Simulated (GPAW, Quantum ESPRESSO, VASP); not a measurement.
## One structure in several programs: NiSi2 (Fm-3m, 3 atoms in the cell)

Self-consistent single point.

```yaml
crystal:
  lattice:
    - [0.00000, 2.69315, 2.69315]
    - [2.69315, 0.00000, 2.69315]
    - [2.69315, 2.69315, 0.00000]
  atoms:
    - { symbol: Si, position: [0.25000, 0.25000, 0.25000] }
    - { symbol: Si, position: [0.75000, 0.75000, 0.75000] }
    - { symbol: Ni, position: [0.00000, 0.00000, 0.00000] }
```

All programs got the same cell, k-point mesh and kind of occupations (in VASP's words: KPOINTS grid = 9 9 9; KPOINTS shift = 0 0 0; ISMEAR = 0; SIGMA = 0.1 eV); potentials, basis and cutoffs are each program's usual ones.

```tsv
code	model	pressure (GPa)	cutoff
VASP	PBE, VASP's PBE PAW potentials (set 64)	5.17	300 eV
GPAW	PBE, GPAW PAW datasets PBE (gpaw-data 1.0.1)	6.91	800 eV
Quantum ESPRESSO	PBE, PSlibrary ultrasoft (PBE) pseudopotentials	5.37	50 Ry
```

The spread over the programs that give each value: pressure within 1.74 GPa.

The starting cell comes from a database of computed structures (which also holds hypothetical and non-ambient phases and stackings), without a prior relaxation at this level. On VASP's run: Spin polarisation is off. In the base run, with a pressure of about 5 GPa the cell is away from its equilibrium volume at this level.

Question: Why do the programs differ, and what cannot be compared?

Answer: Differences of this kind can come from the potentials, where these differ, and from what each basis and cutoff leave unconverged. The valence holds different numbers of electrons (VASP 18, GPAW 24, Quantum ESPRESSO 18). The zero of total energies and Fermi levels follows the potentials and each program's conventions, so they are not compared here. In the pressure, GPAW (by 1.54) lies more than 1 GPa from the median of the plane-wave programs.

VASP's run is marked for a possible Pulay error in its stress at this cutoff; no cutoff test was made.

Left out of this page: Ansatz, ABINIT, CP2K, Elk, FLEUR and SIESTA (not drawn, or without a comparable value).
